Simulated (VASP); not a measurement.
## Which magnetic order does 2 ML Fe on Mo(110), 3 substrate layers take?

Wanted: the lowest of several collinear orders of 2 ML Fe on Mo(110), 3 substrate layers.

Method: LDA, spin-polarised, from parallel moments; plane waves and PAW (Mo, Fe), in the first sound run; inputs show where later runs differ, in VASP 6.6.1.

Most raw output is cut from this account.

**1. The starting structure**

The cell holds 5 atoms: 3 Mo and 2 Fe. Its edges and angles: a = 2.725 Å, b = 2.725 Å, c = 22.517 Å, α = 90.0°, β = 90.0°, γ = 109.5°. It derives from Fe2Mo3 (2 ML Fe on Mo(110), 3 substrate layers), repeated 1×1×1. Pseudomorphic film on the measured substrate lattice, hard-sphere layer spacings, unrelaxed, 14 A of vacuum. Vacuum lies along c.

**2. Magnetic order, start order fm, signs ++**

Each run starts from other signs of the moments at the same geometry and cutoff; gentle mixing helps it keep them. Any wave vector in a name is a fraction of the reciprocal vectors of the first cell as typed.

Input file INCAR:

```
SYSTEM = Fe2Mo3
PREC = Normal
ENCUT = 350
EDIFF = 1E-06
NELM = 150
ISMEAR = 1
SIGMA = 0.05
LREAL = .FALSE.
ALGO = Normal
GGA = CA
NBANDS = 33
ISPIN = 2
MAGMOM = 0 0 0 3 3
LASPH = .TRUE.
LMAXMIX = 4
LORBIT = 11
LWAVE = .FALSE.
LCHARG = .TRUE.
KPAR = 2
AMIX = 0.2
BMIX = 1E-04
AMIX_MAG = 0.8
BMIX_MAG = 1E-04
```

Input file POSCAR:

```
Fe2Mo3
1.0
    1.5734150000     -2.2251450000      0.0000000000
    1.5734150000      2.2251450000      0.0000000000
    0.0000000000      0.0000000000     22.5169420000
Mo Fe
3 2
Direct
    0.0000000000      0.0000000000      0.3108770000
    0.5000000000      0.5000000000      0.4096980000
    0.0000000000      0.0000000000      0.5085190000
    0.5000000000      0.5000000000      0.6017020000
    0.0000000000      0.0000000000      0.6891230000
```

Input file KPOINTS:

```
Automatic mesh
0
Gamma
9 9 1
0 0 0
```

The projector-augmented-wave data sets are Mo and Fe (LDA family, release 64).

Run with:

```bash
> mpirun -np 2 vasp_std
```

The job ended after 3.4 min (2 MPI ranks of Intel Xeon Platinum 8259CL at 2.50GHz (Skylake/Cascade Lake), shared host; peak memory 0.43 GiB; 6.8 min of CPU time).

The magnetic state follows from one typed start and may not be the lowest. The data set Mo keeps the semicore shell frozen, which is cheaper and a little less accurate.

Numbers from this step:

```yaml
electronic_cycles: 92
electrons: 34
free_energy_toten: -50.4802 eV
energy_at_zero_smearing: -50.4803 eV
fermi_energy: 0.1587 eV
moment_of_the_cell_from_the_last_line_of_the_log: 2.298 μB
labelled_metallic_from_the_levels_on_this_mesh: yes
```

Spin moment in the PAW sphere by atom:

| atom | spin moment in the PAW sphere (μB) |
| --- | --- |
| Mo1 | 0.01 |
| Mo2 | -0.01 |
| Mo3 | -0.05 |
| Fe4 | 2.46 |
| Fe5 | -0.17 |

Force by atom:

```
atom  x (eV/Å)  y (eV/Å)  z (eV/Å)  size
 Mo1      0.00      0.00      1.20  1.20
 Mo2      0.00      0.00     -0.57  0.57
 Mo3      0.00      0.00      0.29  0.29
 Fe4      0.00      0.00      0.84  0.84
 Fe5      0.00      0.00     -1.75  1.75
```

Spin density in the ca plane at fractional y = 0.000, with atoms of Mo and Fe within 0.2 Å of it.

Values in e/Å³, 5 rows by 16 columns, each cell a mean:
```
 0.00  0.00  0.00  0.00  0.00  0.00 -0.01  0.00 -0.02  0.00 -0.01 -0.10  0.03  0.00  0.00  0.00
 0.00  0.00  0.00  0.00  0.00  0.00  0.00  0.00 -0.01  0.00 -0.02  0.00  0.01  0.00  0.00  0.00
 0.00  0.00  0.00  0.00  0.00  0.00  0.00  0.00 -0.01  0.01 -0.01  0.00  0.00  0.00  0.00  0.00
 0.00  0.00  0.00  0.00  0.00  0.00  0.00  0.00 -0.01  0.00 -0.04 -0.03  0.01  0.00  0.00  0.00
 0.00  0.00  0.00  0.00  0.00  0.00 -0.02  0.00 -0.02 -0.01  0.08 -0.06  0.05  0.00  0.00  0.00
```
Columns run along c (16.0 Å, from fractional 0.20 to 0.91 of the cell), rows up along a (2.7 Å). Atoms in or near the plane, at fractional coordinates: Mo at (0.31, 0.00), Mo at (0.51, 0.00), Fe at (0.69, 0.00).

Valence density in the ca plane at fractional y = 0.000, with atoms of Mo and Fe within 0.2 Å of it. It is the smooth field of the valence electrons, not physical close to the nuclei.

Ten steps, logarithmic in the rise over the least value, from '0' (0.0 e/Å³) to '9' (6.9 e/Å³), each cell a mean:
```
00012456543333333455553322234799731000000000
00012455543333333445543322233577521000000000
00012344433333333344433333223344321000000000
00012333333333333333333333322233211000000000
00012334333333333334433333222333221000000000
00012345443333333345443332223455421000000000
00012455543333333455543322234688631000000000
00013566544333333456654322234899841000000000
```
Columns run along c (16.0 Å, from fractional 0.20 to 0.91 of the cell), rows up along a (2.7 Å). Atoms in or near the plane, at fractional coordinates: Mo at (0.31, 0.00), Mo at (0.51, 0.00), Fe at (0.69, 0.00).

The largest moment at the end is 2.46 μB, and the moments of the cell sum to 2.30 μB.

**3. Magnetic order, start order AFM 1, signs +-**

This step: LDA, spin-polarised, from moments of both signs; plane waves and PAW (Mo, Fe) (VASP 6.6.1).

Edit INCAR of step 2 so:

```diff
@@ -12,3 +12,3 @@
 ISPIN = 2
-MAGMOM = 0 0 0 3 3
+MAGMOM = 0 0 0 3 -3
 LASPH = .TRUE.
```

POSCAR is that of step 2.

KPOINTS is that of step 2.

Run with:

```bash
> mpirun -np 2 vasp_std
```

It took 3.1 min on 2 MPI ranks; peak memory 0.43 GiB.

This step gave:

```
electronic cycles                                 : 77
free energy (TOTEN)                               : -51.2788 eV
energy at zero smearing                           : -51.2789 eV
Fermi energy                                      : 0.2593 eV
moment of the cell, from the last line of the log : 5.004 μB
```

Spin moment in the PAW sphere by atom:

```
atom  spin moment in the PAW sphere (μB)
 Mo1                               -0.01
 Mo2                               -0.03
 Mo3                               -0.15
 Fe4                                2.31
 Fe5                                2.80
```

Force by atom:

| atom | x (eV/Å) | y (eV/Å) | z (eV/Å) | size |
| --- | --- | --- | --- | --- |
| Mo1 | 0.00 | 0.00 | 1.19 | 1.19 |
| Mo2 | 0.00 | 0.00 | -0.59 | 0.59 |
| Mo3 | 0.00 | 0.00 | 0.48 | 0.48 |
| Fe4 | 0.00 | 0.00 | 0.41 | 0.41 |
| Fe5 | 0.00 | 0.00 | -1.49 | 1.49 |

Spin density in the ca plane at fractional y = 0.000, with atoms of Mo and Fe within 0.2 Å of it.

Values in e/Å³, 5 rows by 16 columns, each cell a mean:
```
0.0 0.0 0.0 0.0 0.0 0.0 0.0 0.0 0.0 0.0 0.5 1.7 0.1 0.0 0.0 0.0
0.0 0.0 0.0 0.0 0.0 0.0 0.0 0.0 0.0 0.0 0.0 0.1 0.0 0.0 0.0 0.0
0.0 0.0 0.0 0.0 0.0 0.0 0.0 0.0 0.0 0.0 0.0 0.0 0.0 0.0 0.0 0.0
0.0 0.0 0.0 0.0 0.0 0.0 0.0 0.0 0.0 0.0 0.1 0.4 0.0 0.0 0.0 0.0
0.0 0.0 0.0 0.0 0.0 0.0 0.0 0.0 0.0 0.0 0.7 2.4 0.1 0.0 0.0 0.0
```
Columns run along c (16.0 Å, from fractional 0.20 to 0.91 of the cell), rows up along a (2.7 Å). Atoms in or near the plane, at fractional coordinates: Mo at (0.31, 0.00), Mo at (0.51, 0.00), Fe at (0.69, 0.00).

Valence density in the ca plane at fractional y = 0.000, with atoms of Mo and Fe within 0.2 Å of it. It is the smooth field of the valence electrons, not physical close to the nuclei.

Values in e/Å³, 5 rows by 16 columns, each cell a mean:
```
0.0 0.2 0.9 0.5 0.3 0.3 0.6 0.8 0.3 0.2 1.0 3.3 0.1 0.0 0.0 0.0
0.0 0.1 0.5 0.3 0.3 0.3 0.4 0.5 0.2 0.2 0.3 0.5 0.1 0.0 0.0 0.0
0.0 0.1 0.3 0.3 0.3 0.3 0.3 0.3 0.2 0.2 0.2 0.2 0.1 0.0 0.0 0.0
0.0 0.1 0.6 0.4 0.3 0.3 0.4 0.6 0.2 0.2 0.4 1.0 0.1 0.0 0.0 0.0
0.0 0.2 1.0 0.6 0.3 0.3 0.6 0.9 0.3 0.2 1.4 4.8 0.2 0.0 0.0 0.0
```
Columns run along c (16.0 Å, from fractional 0.20 to 0.91 of the cell), rows up along a (2.7 Å). Atoms in or near the plane, at fractional coordinates: Mo at (0.31, 0.00), Mo at (0.51, 0.00), Fe at (0.69, 0.00).

The largest moment at the end is 2.80 μB, and the moments of the cell sum to 5.00 μB.

**4. No spin polarisation**

This step: LDA, no spin polarisation; plane waves and PAW (Mo, Fe) (VASP 6.6.1).

A run without spin shows what magnetism as such gains.

Edit INCAR of step 3 so:

```diff
@@ -10,10 +10,7 @@
 GGA = CA
-NBANDS = 33
-ISPIN = 2
-MAGMOM = 0 0 0 3 -3
+NBANDS = 23
 LASPH = .TRUE.
-LMAXMIX = 4
 LORBIT = 11
 LWAVE = .FALSE.
-LCHARG = .TRUE.
+LCHARG = .FALSE.
 KPAR = 2
```

POSCAR is that of step 3.

KPOINTS is that of step 3.

Run with:

```bash
> mpirun -np 2 vasp_std
```

It took 1.9 min on 2 MPI ranks; peak memory 0.33 GiB.

This run has no spin polarisation, so a moment on Fe, if there is one, isn't seen.

Numbers from this step:

```yaml
electronic_cycles: 112
free_energy_toten: -49.99 eV
energy_at_zero_smearing: -49.99 eV
fermi_energy: 0.1022 eV
```

Force by atom:

| atom | x (eV/Å) | y (eV/Å) | z (eV/Å) | size |
| --- | --- | --- | --- | --- |
| Mo1 | 0.00 | 0.00 | 1.18 | 1.18 |
| Mo2 | 0.00 | 0.00 | -0.57 | 0.57 |
| Mo3 | 0.00 | 0.00 | 0.97 | 0.97 |
| Fe4 | 0.00 | 0.00 | 0.68 | 0.68 |
| Fe5 | 0.00 | 0.00 | -2.26 | 2.26 |

Energy at zero smearing: -49.99139 eV.

**5. Summary**

This step: collinear magnetic orders, LDA; plane waves and PAW (VASP 6.6.1).

Derived from the runs above.

This step gave:

- mean moment in the lowest run: 2.554 μB

Orders, by row:

```csv
order,signs,energy above the lowest (meV/magnetic atom),total moment (μB),mean moment on carriers (μB),gap on the mesh (eV),"signs at the end, of the atoms given a moment"
fm,++,399.3,2.298,1.318,0,+-
afm 1,+-,0,5.004,2.554,0,++
nm,,643.8,0,0,0,-
```

**6. Results**

```yaml
mean_moment_in_the_lowest_run: 2.55 μB
```

In words: The lowest run started as afm 1 and holds 2.55 μB on average over the atoms that were given a moment; the next state, from fm, lies 399.3 meV a magnetic atom higher. The runs hold very different moments, so the differences mix spin states with orders. It ends with the signs ++ and a net moment of 5.00 μB a cell: the moments given at the start all parallel. The starts fm and afm 1 ended with other signs than typed, or lost moments. Differences of 399 meV a magnetic atom are large for orders alone; such runs may also hold other orbital or spin states. On this k mesh the moments and energy differences of a metal are not converged, and no denser mesh was tried, so the order found is tentative. No other collinear orders were tried, and their comparison leaves spin-orbit coupling out.

[Lines on the potential files, build, host, timing and source positions are cut from VASP's logs without a mark.]

[Logs are printed without paths, hosts, clocks, repeated set-up lines and the standing remarks that a program may print on its own settings, such as how far it seeks lower states.]

[Hosts, paths, dates, database ids (printed as entryN), source tags and the programs' standing remarks are cut or masked in the printed files.]

[In band tables of VASP the shares of atoms and orbitals are scaled to a sum of 1 inside the atoms' spheres.]

[Runs that stopped without an error message from VASP are left out.]
